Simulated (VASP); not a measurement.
Here is a VASP 6.6.1 calculation.

The input INCAR:

```
ALGO     = Fast           # electronic algorithm
EDIFF    = 1E-6           # SCF threshold, eV
ENCUT    = 520            # plane-wave cutoff, eV
GGA      = PS             # functional
ISIF     = 2              # what is computed and relaxed
ISMEAR   = 0              # smearing method
LASPH    = T              # aspherical terms in the spheres
LCHARG   = F              # write CHGCAR
LREAL    = F              # projectors in reciprocal space
LWAVE    = F              # write WAVECAR
NBANDS   = 34             # bands
NELM     = 100            # most SCF steps
PREC     = Accurate       # precision mode
SIGMA    = 0.05           # smearing width, eV
```

File KPOINTS:

```
k-points
0
Gamma
  8 8 8
```

The input POSCAR:

```
LaRu3
1.0
    0.0000000000      3.3320717448      3.3320717448
    3.3320717448      0.0000000000      3.3320717448
    3.3320717448      3.3320717448      0.0000000000
La Ru
1 3
Direct
    0.0000000000      0.0000000000      0.0000000000
    0.5000000000      0.5000000000      0.5000000000
    0.2500000000      0.2500000000      0.2500000000
    0.7500000000      0.7500000000      0.7500000000
```

Potentials or basis: VASP PAW PBE potentials, release 64 (La, Ru_pv).

The run is started by

```console
$ cat potpaw_PBE.64/La/POTCAR potpaw_PBE.64/Ru_pv/POTCAR > POTCAR
$ mpirun -np 1 vasp_std > vasp.out
```

Question: Predict the band gap on the k mesh.

Answer: None (metal or under the smearing width).

Question: Estimate the pressure.

Answer: -13.9 GPa.

Caveat: the PAW data sets were made with another functional, which shifts forces and pressure a little. Spin-orbit coupling is left out, which matters for the levels of La.
